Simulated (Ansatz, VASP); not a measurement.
# La2NCl3 (La2NCl3 (Ibam)) in two plane-wave programs

One calculation is typed for both programs; each brings its own data sets and cutoff. How far apart do they land? The structure shown is the end of the VASP relaxation below.

Calculated with Ansatz 0.2.0; plane waves, with VASP 6.6.1 beside it; single point at LDA.

### 1. Starting point

It takes space group Ibam (No. 72, orthorhombic). Conventional cell: a = 6.723 Å, b = 13.586 Å, c = 5.993 Å, α = 90.00°, β = 90.00°, γ = 90.00°. Nearest to La lie 2 N at 2.32 Å and 6 Cl at 2.87 to 3.29 Å. Nearest to N lie 4 La at 2.32 Å. Nearest to Cl lie 4 La at 2.92 Å and 2 Cl at 3.00 Å. Nearest to Cl lie 4 La at 2.87 to 3.29 Å. Farther neighbours and most contacts between anions are not listed.

### 2. VASP: relaxation, LDA

This run makes the geometry at which the two programs are then compared.

Lines of VASP's logs that name or quote its potential files are left out, and so is its time.

INCAR reads:

```
SYSTEM = La2NCl3
PREC = Normal
ENCUT = 520
EDIFF = 1E-05
NELM = 120
ISMEAR = 0
SIGMA = 0.05
LREAL = Auto
ALGO = Fast
GGA = CA
NBANDS = 60
LORBIT = 11
LWAVE = .FALSE.
LCHARG = .FALSE.
KPAR = 4
IBRION = 2
NSW = 30
ISIF = 3
EDIFFG = -0.03
POTIM = 0.4
```

POSCAR reads:

```
La2NCl3
1.0
   -3.3514708523      6.8009020834      2.9927653180
    3.3514708523     -6.8009020834      2.9927653180
    3.3514708523      6.8009020834     -2.9927653180
La N Cl
4 2 6
Direct
    0.5959726913      0.3196916486      0.9156643399
    0.4040273087      0.6803083514      0.0843356601
    0.9040273087      0.8196916486      0.7237189473
    0.0959726913      0.1803083514      0.2762810527
    0.2500000000      0.2500000000      0.0000000000
    0.7500000000      0.7500000000      0.0000000000
    0.2500000000      0.7500000000      0.5000000000
    0.7500000000      0.2500000000      0.5000000000
    0.8055038155      0.1956744186      0.0011782341
    0.1944961845      0.8043255814      0.9988217659
    0.6944961845      0.6956744186      0.3901706031
    0.3055038155      0.3043255814      0.6098293969
```

KPOINTS reads:

```
Automatic mesh
0
Gamma
4 4 4
0 0 0
```

PAW data sets: La, N and Cl (LDA family, release 64).

Launch:

```bash
> mpirun -np 4 vasp_std
```

Numbers of over 12 decimals in the logs are rounded to 6 here.

What it wrote:

```text
[banner, memory and clock lines left out]
running    4 mpi-ranks, on    1 nodes
 distrk:  each k-point on    1 cores,    4 groups
 distr:  one band on    1 cores,    1 groups

 POSCAR found type information on POSCAR LaN Cl
 POSCAR found :  3 types and      12 ions
 LDA part: xc-table for (Slater(with rela. corr.)+CA(PZ))
 , standard interpolation
 POSCAR, INCAR and KPOINTS ok, starting setup
 FFT: planning ... GRIDC
 FFT: planning ... GRID_SOFT
 FFT: planning ... GRID
 WAVECAR not read
 entering main loop
       N       E                     dE             d eps       ncg     rms          rms(c)
DAV:   1     0.124744644721E+04    0.12474E+04   -0.35603E+04  2160   0.221E+03
DAV:   2     0.356485713975E+03   -0.89096E+03   -0.83552E+03  2576   0.425E+02
DAV:   3     0.165663804889E+02   -0.33992E+03   -0.32948E+03  3400   0.250E+02
DAV:   4    -0.809577515519E+02   -0.97524E+02   -0.93237E+02  3872   0.128E+02
DAV:   5    -0.920332257251E+02   -0.11075E+02   -0.11008E+02  4096   0.531E+01    0.187E+01
RMM:   6    -0.806124924964E+02    0.11421E+02   -0.82225E+01  2942   0.374E+01    0.881E+00
RMM:   7    -0.809500194635E+02   -0.33753E+00   -0.16696E+01  3128   0.153E+01    0.515E+00
RMM:   8    -0.811110008425E+02   -0.16098E+00   -0.55168E+00  3370   0.721E+00    0.178E+00
RMM:   9    -0.812068454704E+02   -0.95845E-01   -0.12918E+00  3752   0.324E+00    0.629E-01
RMM:  10    -0.812590742330E+02   -0.52229E-01   -0.56385E-01  3784   0.213E+00    0.326E-01
RMM:  11    -0.812810618929E+02   -0.21988E-01   -0.24398E-01  3793   0.160E+00    0.188E-01
RMM:  12    -0.812969679014E+02   -0.15906E-01   -0.17670E-01  3812   0.133E+00    0.804E-02
RMM:  13    -0.813054993222E+02   -0.85314E-02   -0.93744E-02  3853   0.102E+00    0.791E-02
RMM:  14    -0.813138444345E+02   -0.83451E-02   -0.90436E-02  3874   0.890E-01    0.551E-02
RMM:  15    -0.813185722592E+02   -0.47278E-02   -0.54104E-02  3853   0.816E-01    0.616E-02
RMM:  16    -0.813243400609E+02   -0.57678E-02   -0.61967E-02  3727   0.762E-01    0.130E-01
RMM:  17    -0.813271545553E+02   -0.28145E-02   -0.36281E-02  3676   0.716E-01    0.123E-01
RMM:  18    -0.813305306176E+02   -0.33761E-02   -0.43078E-02  3669   0.691E-01    0.872E-02
RMM:  19    -0.813326992227E+02   -0.21686E-02   -0.26446E-02  3679   0.633E-01    0.992E-02
WARNING in EDDRMM: call to ZHEGV failed, returncode =   6  3     34
RMM:  20    -0.813354579445E+02   -0.27587E-02   -0.32529E-02  3640   0.602E-01    0.113E-01
RMM:  21    -0.813371820471E+02   -0.17241E-02   -0.21071E-02  3625   0.575E-01    0.129E-01
RMM:  22    -0.813393494042E+02   -0.21674E-02   -0.25859E-02  3608   0.549E-01    0.146E-01
RMM:  23    -0.813406715884E+02   -0.13222E-02   -0.17071E-02  3587   0.527E-01    0.158E-01
RMM:  24    -0.813423118229E+02   -0.16402E-02   -0.20887E-02  3603   0.508E-01    0.150E-01
RMM:  25    -0.813433826942E+02   -0.10709E-02   -0.14236E-02  3577   0.489E-01    0.148E-01
RMM:  26    -0.813447539302E+02   -0.13712E-02   -0.17243E-02  3581   0.472E-01    0.154E-01
RMM:  27    -0.813456801236E+02   -0.92619E-03   -0.12067E-02  3555   0.455E-01    0.164E-01
RMM:  28    -0.813468401362E+02   -0.11600E-02   -0.14472E-02  3525   0.438E-01    0.171E-01
RMM:  29    -0.813476201132E+02   -0.77998E-03   -0.10379E-02  3527   0.423E-01    0.179E-01
RMM:  30    -0.813485889138E+02   -0.96880E-03   -0.12287E-02  3538   0.404E-01    0.188E-01
RMM:  31    -0.813492379309E+02   -0.64902E-03   -0.89857E-03  3522   0.389E-01    0.199E-01
RMM:  32    -0.813500499833E+02   -0.81205E-03   -0.10502E-02  3510   0.370E-01    0.213E-01
RMM:  33    -0.813506334181E+02   -0.58343E-03   -0.78547E-03  3486   0.356E-01    0.220E-01
[...]
RMM:  40    -0.813542711792E+02   -0.45887E-03   -0.60620E-03  3385   0.280E-01    0.265E-01
RMM:  41    -0.813546213269E+02   -0.35015E-03   -0.49309E-03  3372   0.271E-01    0.268E-01
RMM:  42    -0.813550147757E+02   -0.39345E-03   -0.53811E-03  3355   0.264E-01    0.272E-01
RMM:  43    -0.813553227148E+02   -0.30794E-03   -0.44427E-03  3351   0.256E-01    0.275E-01
RMM:  44    -0.813556650167E+02   -0.34230E-03   -0.47755E-03  3330   0.246E-01    0.279E-01
RMM:  45    -0.813559072177E+02   -0.24220E-03   -0.40348E-03  3262   0.241E-01    0.278E-01
RMM:  46    -0.813561857790E+02   -0.27856E-03   -0.42813E-03  3333   0.235E-01    0.277E-01
RMM:  47    -0.813564131413E+02   -0.22736E-03   -0.36515E-03  3307   0.228E-01    0.275E-01
[...]
RMM:  75    -0.813602778969E+02   -0.80883E-04   -0.12143E-03  2261   0.112E-01    0.190E-01
WARNING in EDDRMM: call to ZHEGV failed, returncode =   8  4     25
RMM:  76    -0.813603561912E+02   -0.78294E-04   -0.11782E-03  2198   0.113E-01    0.183E-01
RMM:  77    -0.813604295611E+02   -0.73370E-04   -0.11351E-03  2209   0.108E-01    0.182E-01
WARNING in EDDRMM: call to ZHEGV failed, returncode =   8  4     26
RMM:  78    -0.813605077006E+02   -0.78139E-04   -0.11056E-03  2168   0.109E-01    0.182E-01
RMM:  79    -0.813605776077E+02   -0.69907E-04   -0.10651E-03  2181   0.101E-01    0.187E-01
RMM:  80    -0.813606426117E+02   -0.65004E-04   -0.10304E-03  2125   0.954E-02    0.184E-01
RMM:  81    -0.813606912157E+02   -0.48604E-04   -0.10027E-03  2106   0.960E-02    0.161E-01
RMM:  82    -0.813607345340E+02   -0.43318E-04   -0.99800E-04  2274   0.104E-01    0.155E-01
RMM:  83    -0.813607917903E+02   -0.57256E-04   -0.94171E-04  2068   0.909E-02    0.146E-01
RMM:  84    -0.813608447699E+02   -0.52980E-04   -0.91277E-04  2062   0.937E-02    0.140E-01
RMM:  85    -0.813608974580E+02   -0.52688E-04   -0.90296E-04  2156   0.903E-02    0.138E-01
RMM:  86    -0.813609437309E+02   -0.46273E-04   -0.93284E-04  2236   0.105E-01    0.113E-01
RMM:  87    -0.813609950803E+02   -0.51349E-04   -0.83731E-04  2009   0.102E-01    0.108E-01
RMM:  88    -0.813610449054E+02   -0.49825E-04   -0.79815E-04  1937   0.870E-02    0.102E-01
RMM:  89    -0.813610961251E+02   -0.51220E-04   -0.78511E-04  1899   0.943E-02    0.102E-01
RMM:  90    -0.813611433234E+02   -0.47198E-04   -0.73778E-04  1887   0.829E-02    0.100E-01
RMM:  91    -0.813611894980E+02   -0.46175E-04   -0.73302E-04  1869   0.822E-02    0.939E-02
[...]
RMM: 113    -0.813619542646E+02   -0.25459E-04   -0.39964E-04  1626   0.544E-02    0.434E-02
RMM: 114    -0.813619785717E+02   -0.24307E-04   -0.37710E-04  1596   0.507E-02    0.442E-02
RMM: 115    -0.813620029289E+02   -0.24357E-04   -0.37832E-04  1578   0.514E-02    0.452E-02
RMM: 116    -0.813620173057E+02   -0.14377E-04   -0.35476E-04  1593   0.530E-02    0.461E-02
RMM: 117    -0.813620361472E+02   -0.18842E-04   -0.35869E-04  1589   0.522E-02    0.455E-02
RMM: 118    -0.813620558396E+02   -0.19692E-04   -0.33652E-04  1577   0.554E-02    0.439E-02
RMM: 119    -0.813620763742E+02   -0.20535E-04   -0.33806E-04  1571   0.505E-02    0.436E-02
RMM: 120    -0.813620957028E+02   -0.19329E-04   -0.31872E-04  1564   0.532E-02
|                                                                             |
|           W    W    AA    RRRRR   N    N  II  N    N   GGGG   !!!           |
|           W    W   A  A   R    R  NN   N  II  NN   N  G    G  !!!           |
|           W    W  A    A  R    R  N N  N  II  N N  N  G       !!!           |
|           W WW W  AAAAAA  RRRRR   N  N N  II  N  N N  G  GGG   !            |
|           WW  WW  A    A  R   R   N   NN  II  N   NN  G    G                |
|           W    W  A    A  R    R  N    N  II  N    N   GGGG   !!!           |
|                                                                             |
|     The electronic self-consistency was not achieved in the given           |
|     number of steps (NELM). The forces and other quantities evaluated       |
|     might not be reliable so examine the results carefully. If you find     |
|     spurious results, we suggest increasing NELM, if you were close to      |
|     convergence or switching to a different ALGO or adjusting the           |
|     density mixing parameters otherwise.                                    |
|                                                                             |

   1 F= -.81362096E+02 E0= -.81362096E+02  d E =-.813621E+02
[...]
2 F= -.81364675E+02 E0= -.81364675E+02  d E =-.257977E-02
[...]
3 F= -.81364847E+02 E0= -.81364847E+02  d E =-.275135E-02
[...]
4 F= -.81364871E+02 E0= -.81364871E+02  d E =-.277530E-02
[...]
5 F= -.81364892E+02 E0= -.81364892E+02  d E =-.279617E-02
 curvature:  -1.58 expect dE=-0.168E-02 dE for cont linesearch -0.270E-05
 trial: gam= 0.33920 g(F)=  0.463E-03 g(S)=  0.599E-03 ort =-0.758E-04 (trialstep = 0.107E+01)
 search vector abs. value=  0.140E-02
 bond charge predicted
       N       E                     dE             d eps       ncg     rms          rms(c)
DAV:   1    -0.813678127058E+02   -0.29213E-02   -0.16523E-01  3672   0.284E+00    0.341E-01
RMM:   2    -0.813656931197E+02    0.21196E-02   -0.11239E-02  2871   0.761E-01    0.151E-01
RMM:   3    -0.813652734117E+02    0.41971E-03   -0.68594E-03  3024   0.349E-01    0.744E-02
RMM:   4    -0.813652964627E+02   -0.23051E-04   -0.62521E-04  2908   0.925E-02    0.503E-02
RMM:   5    -0.813652894789E+02    0.69838E-05   -0.30219E-04  2580   0.103E-01    0.177E-02
RMM:   6    -0.813652906173E+02   -0.11385E-05   -0.89555E-05  1914   0.541E-02
   6 F= -.81365291E+02 E0= -.81365291E+02  d E =-.398749E-03
 trial-energy change:   -0.000399  1 .order   -0.000476   -0.001108    0.000156
 step:   0.8798(harm=  0.9369)  dis= 0.00165  next Energy=   -81.365305 (dE=-0.413E-03)
 reached required accuracy - stopping structural energy minimisation
```

From OUTCAR (step 2):

```text
ion  position               nearest neighbor table
   1  0.596  0.320  0.916-   5 2.32   6 2.32  11 2.85   8 2.92   7 2.92   9 2.97   2 3.56
   2  0.404  0.680  0.084-   5 2.32   6 2.32  12 2.85   7 2.92   8 2.92  10 2.97   1 3.56
   3  0.904  0.820  0.724-   5 2.32   6 2.32   9 2.85   7 2.92   8 2.92  11 2.97   4 3.56
   4  0.096  0.180  0.276-   6 2.32   5 2.32  10 2.85   8 2.92   7 2.92  12 2.97   3 3.56
   5  0.250  0.250  0.000-   1 2.32   2 2.32   3 2.32   4 2.32
   6  0.750  0.750  0.000-   1 2.32   2 2.32   4 2.32   3 2.32
   7  0.250  0.750  0.500-   3 2.92   2 2.92   1 2.92   4 2.92
   8  0.750  0.250  0.500-   4 2.92   1 2.92   2 2.92   3 2.92
   9  0.806  0.196  0.001-   3 2.85   1 2.97
  10  0.194  0.804  0.999-   4 2.85   2 2.97
  11  0.694  0.696  0.390-   1 2.85   3 2.97
  12  0.306  0.304  0.610-   2 2.85   4 2.97

  LATTYP: Found a body centered orthorhombic cell.
 ALAT       =     5.9855306360
 B/A-ratio  =     1.1198575552
 C/A-ratio  =     2.2724475062

 Subroutine GETGRP returns: Found  8 space group operations
 (whereof  4 operations were pure point group operations)

The static configuration has the point symmetry C_2h.
 The point group associated with its full space group is D_2h.

 Found     18 irreducible k-points:

   k-points           NKPTS =     18   k-points in BZ     NKDIM =     18   number of bands    NBANDS=     60

   dimension x,y,z NGX =    48 NGY =   48 NGZ =   48
   dimension x,y,z NGXF=    96 NGYF=   96 NGZF=   96

   ENCUT  =  520.0 eV  38.22 Ry    6.18 a.u.  15.16 15.16 15.16*2*pi/ulx,y,z

   NELECT =      96.0000    total number of electrons

 k-points in reciprocal lattice and weights: Automatic mesh
   0.00000000  0.00000000  0.00000000       0.016
   0.25000000  0.00000000  0.00000000       0.062
   0.50000000  0.00000000  0.00000000       0.031
   0.00000000  0.25000000 -0.00000000       0.062
   0.25000000  0.25000000  0.00000000       0.125
   0.50000000  0.25000000  0.00000000       0.125
  -0.25000000  0.25000000 -0.00000000       0.062
   0.00000000  0.50000000 -0.00000000       0.031
   0.25000000  0.50000000  0.00000000       0.125
[...]
-0.25000000 -0.25000000  0.25000000       0.031
   0.50000000  0.50000000  0.50000000       0.016

 average (electrostatic) potential at core
       1 -97.0952       2 -97.0952       3 -97.0952       4 -97.0952       5 -60.6703
       6 -60.6703       7 -94.2539       8 -94.2539       9 -93.8461      10 -93.8461
      11 -93.8461      12 -93.8461

 E-fermi :   5.0553

 k-point     1 :       0.0000    0.0000    0.0000
  band No.  band energies     occupation
    ...
     44       4.2722      2.00000
     45       4.3185      2.00000
     46       4.3986      2.00000
     47       4.6586      2.00000
     48       4.7702      2.00000
     49       7.8924      0.00000
     50       8.1062      0.00000
     51       8.5378      0.00000
     52       8.5921      0.00000
     53       8.6169      0.00000
    ...

 k-point     2 :       0.2500    0.0000    0.0000
  band No.  band energies     occupation
    ...
     44       4.0722      2.00000
     45       4.2810      2.00000
     46       4.3286      2.00000
     47       4.5093      2.00000
     48       4.6440      2.00000
     49       8.0665      0.00000
     50       8.3012      0.00000
     51       8.5260      0.00000
     52       8.6114      0.00000
     53       8.6231      0.00000
    ...

 k-point     3 :       0.5000    0.0000    0.0000
  band No.  band energies     occupation
    ...
     44       3.9382      2.00000
     45       4.3104      2.00000
     46       4.3104      2.00000
     47       4.5406      2.00000
     48       4.5406      2.00000
     49       8.3761      0.00000
     50       8.3761      0.00000
     51       8.5357      0.00000
     52       8.5357      0.00000
     53       8.6417      0.00000
    ...

  Total       -0.1251039     -0.1691691     -0.0623018     -0.0000000      0.0000000      0.0000000
  in kB       -0.7322858     -0.9902180     -0.3646789     -0.0000000      0.0000000      0.0000000
  external PRESSURE =      -0.6957276 kB  Pullay stress =       0.0000000 kB

  energy-cutoff  :      520.00
  volume of cell :      273.72
      direct lattice vectors                 reciprocal lattice vectors
    -3.361746740  6.793193678  2.996413927     0.000000000  0.073603083  0.166866131
     3.361746740 -6.793193678  2.996413927     0.148732203  0.000000000  0.166866131
     3.361746740  6.793193678 -2.996413927     0.148732203  0.073603083  0.000000000

 POSITION                                       TOTAL-FORCE (eV/Angst)
 -----------------------------------------------------------------------------------
      2.15052      8.09070      0.00000         0.005799      0.007105      0.000000
      1.21123     -1.29750      2.99641        -0.005799     -0.007105      0.000000
      2.15052      5.49569      2.99641         0.005799     -0.007105     -0.000000
      1.21123      1.29750     -0.00000        -0.005799      0.007105      0.000000
      3.36175      6.79319     -1.49821        -0.000000      0.000000      0.000000
      3.36175      6.79319      1.49821         0.000000      0.000000     -0.000000
      3.36175     -0.00000      1.49821        -0.000000      0.000000      0.000000
      0.00000      6.79319      1.49821         0.000000      0.000000      0.000000
     -2.04137      4.14934      2.99641         0.015466      0.009402      0.000000
      5.40312      2.64385     -0.00000        -0.015466     -0.009402     -0.000000
      1.32038      2.64385      2.99641         0.015466     -0.009402     -0.000000
      2.04137      4.14934      0.00000        -0.015466      0.009402      0.000000
 -----------------------------------------------------------------------------------
    total drift:                                0.000000     -0.000000     -0.000000

  FREE ENERGIE OF THE ION-ELECTRON SYSTEM (eV)
  ---------------------------------------------------
  free  energy   TOTEN  =       -81.3652906173 eV

  energy  without entropy=      -81.3652906173  energy(sigma->0) =      -81.36529062

 reached required accuracy - stopping structural energy minimisation

 total charge
# of ion       s       p       d       f       tot
--------------------------------------------------
    1        2.036   5.649   0.726   0.244   8.655
    2        2.036   5.649   0.726   0.244   8.655
    3        2.036   5.649   0.726   0.244   8.655
    4        2.036   5.649   0.726   0.244   8.655
    5        1.264   2.418   0.000   0.000   3.682
    6        1.264   2.418   0.000   0.000   3.682
    7        1.594   3.570   0.000   0.000   5.163
    8        1.594   3.570   0.000   0.000   5.163
    9        1.591   3.533   0.000   0.000   5.124
   10        1.591   3.533   0.000   0.000   5.124
   11        1.591   3.533   0.000   0.000   5.124
   12        1.591   3.533   0.000   0.000   5.124
--------------------------------------------------
tot         20.223  48.704   2.905   0.975  72.806

[... 3 further parts left out ...]
```

CONTCAR:

```
La2NCl3
   1.00000000000000
    -3.3617467404529471    6.7931936783882607    2.9964139266320640
     3.3617467404529471   -6.7931936783882607    2.9964139266320640
     3.3617467404529471    6.7931936783882607   -2.9964139266320640
  La              N               Cl
     4     2     6
Direct
     0.5955002534855794    0.3198509915293486    0.9153512450149280
     0.4044997465144206    0.6801490084706512    0.0846487549850719
     0.9044997465144206    0.8198509915293488    0.7243507280437685
     0.0955002534855794    0.1801490084706514    0.2756492719562316
     0.2500000000000000    0.2500000000000000    1.0000000000000000
     0.7500000000000000    0.7500000000000000    1.0000000000000000
     0.2500000000000000    0.7500000000000000    0.5000000000000000
     0.7500000000000000    0.2500000000000000    0.5000000000000000
     0.8054043792378265    0.1963827607453861    0.0017871399832127
     0.1945956207621735    0.8036172392546138    0.9982128600167873
     0.6945956207621735    0.6963827607453862    0.3909783815075667
     0.3054043792378265    0.3036172392546138    0.6090216184924332
```

The run keeps the 8 symmetry operations of its start, so it cannot find a distortion of lower symmetry.

[end of part 1 of 2]

[Lines on the potential files, build, host, timing and source positions are cut from VASP's logs without a mark.]

[Logs are printed without paths, hosts, clocks, repeated set-up lines and the standing remarks that a program may print on its own settings, such as how far it seeks lower states.]

[Hosts, paths, dates, database ids (printed as entryN), source tags and the programs' standing remarks are cut or masked in the printed files.]
